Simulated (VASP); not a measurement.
Input:

```
MgS
1.0
    0.00000     2.57346     2.67584
    2.52879     0.00000     2.67584
    2.52879     2.57346     0.00000
Mg S
1 1
Direct
  0.00000   0.00000   0.00000
  0.48796   0.51204   0.51204
```

The numbers are results of PBE GGA, VASP's PBE PAW potentials (set 64) (plane waves; VASP), not measurements. Run with 400 eV cut-off, 9×9×9 Γ-centred mesh, Gaussian smearing of 0.050 eV, potentials Mg S.

Task: What does the run give for the energy per atom (σ→0), pressure, largest force?

Result: 
```json
{
  "energy per atom (σ→0)": "-4.235 eV/atom",
  "pressure": "2.35 GPa",
  "largest_force": "0.01127 Ry/bohr"
}
```

Only differences to runs with the same potentials and settings are physical.

The compound is MgS in the rock salt structure. The cell was not relaxed at this level, atoms are displaced from their ideal sites. The run is one of a series of settings (KPOINTS 9×9×9 Γ-centred mesh against the base run), some of them coarse on purpose.
